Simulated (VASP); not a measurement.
All values below come from RPBE GGA, VASP's PBE PAW potentials (set 64) (plane waves; VASP).

The input files of a VASP run:

POSCAR:
```
NiO
5.1891240
  0.8167386330   0.4080061955   0.4080061955
  0.4080061955   0.8167386330   0.4080061955
  0.4080061955   0.4080061955   0.8167386330
Ni O
2 2
direct
  0.0000000000   0.0000000000   0.0000000000
  0.5000000000   0.5000000000   0.5000000000
  0.2500000000   0.2500000000   0.2500000000
  0.7500000000   0.7500000000   0.7500000000
```

File KPOINTS:
```
k-points along high-symmetry lines
12
Line-mode
Reciprocal
  0.000000   0.000000   0.000000 ! GAMMA
  0.500000   0.500000   0.500000 ! T

  0.500000   0.500000   0.500000 ! T
  0.812500   0.187500   0.500000 ! H_2

  0.500000  -0.187500   0.187500 ! H_0
  0.500000  -0.000000  -0.000000 ! L

  0.500000  -0.000000  -0.000000 ! L
  0.000000   0.000000   0.000000 ! GAMMA

  0.000000   0.000000   0.000000 ! GAMMA
  0.343750  -0.343750   0.000000 ! S_0

  0.656250   0.000000   0.343750 ! S_2
  0.500000   0.000000   0.500000 ! F

  0.500000   0.000000   0.500000 ! F
  0.000000   0.000000   0.000000 ! GAMMA
```

INCAR:
```
SYSTEM = NiO
PREC = Accurate
ENCUT = 520
EDIFF = 1E-7
NELM = 100
ALGO = Normal
LREAL = .FALSE.
LASPH = .TRUE.
ISMEAR = 0
SIGMA = 0.05
GGA = RP
LMAXMIX = 4
ISPIN = 2
MAGMOM = 1.4 -1.4 0.0 0.0
LORBIT = 11
LWAVE = .FALSE.
LCHARG = .FALSE.
ICHARG = 11
```

POTCAR, in this order: Ni O (PBE.64 set). Program: vasp_std. Read from the step before: CHGCAR.

Output

**OUTCAR**
```
 ion  position               nearest neighbor table
   1  0.000  0.000  0.000-   4 2.12   4 2.12   3 2.12   3 2.12   4 2.12   3 2.12   2 3.00   2 3.00
                             2 3.00   2 3.00   2 3.00   2 3.00
   2  0.500  0.500  0.500-   3 2.12   3 2.12   4 2.12   4 2.12   3 2.12   4 2.12   1 3.00   1 3.00
                             1 3.00   1 3.00   1 3.00   1 3.00
   3  0.250  0.250  0.250-   1 2.12   1 2.12   2 2.12   2 2.12   1 2.12   2 2.12
   4  0.750  0.750  0.750-   2 2.12   2 2.12   1 2.12   1 2.12   2 2.12   1 2.12
  LATTYP: Found a trigonal (rhomboedric) cell.
 ALAT       =     5.1891242743
 COS(alpha) =     0.8329378122
 Subroutine PRICEL returns following result:
  LATTYP: Found a trigonal (rhomboedric) cell.
 ALAT       =     2.9968308836
 COS(alpha) =     0.4991106052
 Subroutine GETGRP returns: Found 12 space group operations
The static configuration has the point symmetry D_3d.
The dynamic configuration has the point symmetry D_3d.
The overall configuration has the point symmetry D_3d.
 Subroutine INISYM returns: Found 12 space group operations
   k-points           NKPTS =     84   k-points in BZ     NKDIM =     84   number of bands    NBANDS=     20
   number of dos      NEDOS =    301   number of ions     NIONS =      4
   total plane-waves  NPLWV =  64000
   dimension x,y,z NGX =    40 NGY =   40 NGZ =   40
   dimension x,y,z NGXF=    80 NGYF=   80 NGZF=   80
   ions per type =               2   2
...
```

### OSZICAR
```
       N       E                     dE             d eps       ncg     rms          rms(c)
DAV:   1     0.238947238582E+03    0.23895E+03   -0.15857E+04  6776   0.210E+03
DAV:   2     0.420251550725E+01   -0.23474E+03   -0.22169E+03  7128   0.407E+02
DAV:   3    -0.200872925546E+02   -0.24290E+02   -0.22893E+02  7452   0.143E+02
DAV:   4    -0.208433775722E+02   -0.75609E+00   -0.75245E+00  7344   0.260E+01
DAV:   5    -0.208635697957E+02   -0.20192E-01   -0.20185E-01  8380   0.411E+00
DAV:   6    -0.208643703244E+02   -0.80053E-03   -0.80049E-03  8088   0.741E-01
DAV:   7    -0.208644092917E+02   -0.38967E-04   -0.38967E-04  9316   0.140E-01
DAV:   8    -0.208644102174E+02   -0.92575E-06   -0.92574E-06  7416   0.163E-02
DAV:   9    -0.208644102462E+02   -0.28772E-07   -0.28765E-07  5008   0.226E-03
   1 F= -.20864410E+02 E0= -.20864410E+02  d E =-.266859E-12  mag=     0.0000
```

**OUTCAR**
```



 magnetization (x)

# of ion       s       p       d       tot
------------------------------------------
    1       -0.005  -0.013   1.350   1.332
    2        0.005   0.013  -1.350  -1.332
    3        0.000   0.000   0.000   0.000
    4        0.000   0.000   0.000   0.000
--------------------------------------------------
tot          0.000   0.000   0.000   0.000
```
(Selected blocks of OUTCAR.)

File OUTCAR:
```
 val. band max:        6.8229820896   @ k =   0.2273   0.0000   0.2273

 cond. band min:       8.1335700512   @ k =   0.2500  -0.2500   0.0000



 spin component 1

 k-point     1 :       0.0000    0.0000    0.0000
  band No.  band energies     occupation
      1     -12.4437      1.00000
      2     -11.1925      1.00000
      3      -0.1918      1.00000
      4       2.2251      1.00000
      5       2.2253      1.00000
      6       4.7953      1.00000
      7       4.7953      1.00000
      8       4.8094      1.00000
      9       5.0661      1.00000
     10       5.0661      1.00000
     11       5.1776      1.00000
     12       5.4120      1.00000
     13       5.4122      1.00000
     14       6.3104      1.00000
     15       6.3105      1.00000
     16       6.5503      1.00000
     17       8.9064      0.00000
     18       8.9067      0.00000
     19       8.9122      0.00000
     20      13.0471      0.00000

 k-point     2 :       0.0455    0.0455    0.0455
  band No.  band energies     occupation
      1     -12.4382      1.00000
      2     -11.2001      1.00000
      3      -0.1733      1.00000
      4       2.2309      1.00000
      5       2.2310      1.00000
      6       4.7287      1.00000
      7       4.7402      1.00000
      8       4.7402      1.00000
      9       5.0683      1.00000
     10       5.0683      1.00000
     11       5.2176      1.00000
     12       5.4662      1.00000
     13       5.4663      1.00000
     14       6.3093      1.00000
     15       6.3094      1.00000
     16       6.5451      1.00000
     17       8.8992      0.00000
     18       8.8994      0.00000
     19       8.9542      0.00000
     20      13.0417      0.00000

 k-point     3 :       0.0909    0.0909    0.0909
  band No.  band energies     occupation
      1     -12.4219      1.00000
      2     -11.2228      1.00000
      3      -0.1182      1.00000
      4       2.2480      1.00000
...
```

The density is held fixed in this step, so its total energy and stress have no physical meaning.

The compound is NiO in the rock salt, AFM-II order structure. It was relaxed first.
